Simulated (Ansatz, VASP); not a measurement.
TlZn2 in VASP and in Ansatz

File INCAR:

```
SYSTEM = TlZn2
PREC = Accurate
ENCUT = 600
EDIFF = 1E-7
ISMEAR = 0
SIGMA = 0.1
LREAL = .False.
LASPH = .True.
NELM = 60
ALGO = Fast
ISIF = 3
LWAVE = .False.
LCHARG = .False.
GGA = PE
IBRION = 2
NSW = 90
EDIFFG = -0.04
```

KPOINTS

```
Automatic mesh
0
Gamma
  6 6 4
  0 0 0
```

File POSCAR:

```
TlZn2
1.0
    3.8573606778      0.0000000000      0.0000000000
   -1.9286803389      3.3405723385      0.0000000000
    0.0000000000      0.0000000000      4.1649243199
Zn Tl
2 1
Direct
    0.3333333333      0.6666666667      0.5000000000
    0.6666666667      0.3333333333      0.5000000000
    0.0000000000      0.0000000000      0.0000000000
```

Input for Ansatz:

```yaml
crystal:
  lattice:
    - [3.8573606778, 0.0, 0.0]
    - [-1.9286803389, 3.3405723385, 0.0]
    - [0.0, 0.0, 4.1649243199]
  atoms:
    - { symbol: Zn, position: [0.3333333333, 0.6666666667, 0.5] }
    - { symbol: Zn, position: [0.6666666667, 0.3333333333, 0.5] }
    - { symbol: Tl, position: [0.0, 0.0, 0.0] }
basis:
  ecutwfc: 420
kpoints:
  mp_grid: { grid: [6, 6, 4] }
hamiltonian:
  xc: pbe
scf:
  occupations: { method: gaussian, width: 0.1 }
  lower_state_search: "off"
output:
  forces: true
  stress: true
  eigenvalues: true
relax:
  adjacent_minimum: "off"
  f_tol: 0.04
  max_steps: 70
  cell: { stress_tol: 0.4 }
```

Alike in both runs: task relaxation of cell and atoms; functional PBE; k mesh 6 × 6 × 4; occupations gaussian, width 0.1 eV; no spin polarisation.

|  | VASP | Ansatz |
| --- | --- | --- |
| version | VASP 6.6.1 | Ansatz 0.2.0 |
| potentials or method | VASP PAW PBE potentials, release 64 (Zn, Tl_d) | scalar-relativistic, plane waves, PAW |
| plane-wave cutoff (eV) | 600 | 420 |
| valence electrons in the cell | 37 | 37 |

|  | VASP | Ansatz | Ansatz less VASP |
| --- | --- | --- | --- |
| gap on the k mesh at the Fermi level, each at its own relaxed structure (eV) | none | none | - |
| relaxed volume (Å³/atom) | 22.43 | 22.36 | -0.075 |
| relaxed cell length with the largest relative difference (Å) | 3.949 | 3.944 | -0.0049 |
| energy change over the relaxation (meV/atom) | -351 | -343 | +8.5 |

A gap of «none» marks a metal or a gap that the smearing closes.

Caveats: the k mesh is coarse (spacing up to 0.38 Å⁻¹), so the values aren't converged; the volume moved by over 15 % at a fixed basis, so the end points are rough (VASP). The runs have no spin-orbit coupling, so splittings on Tl are missing.
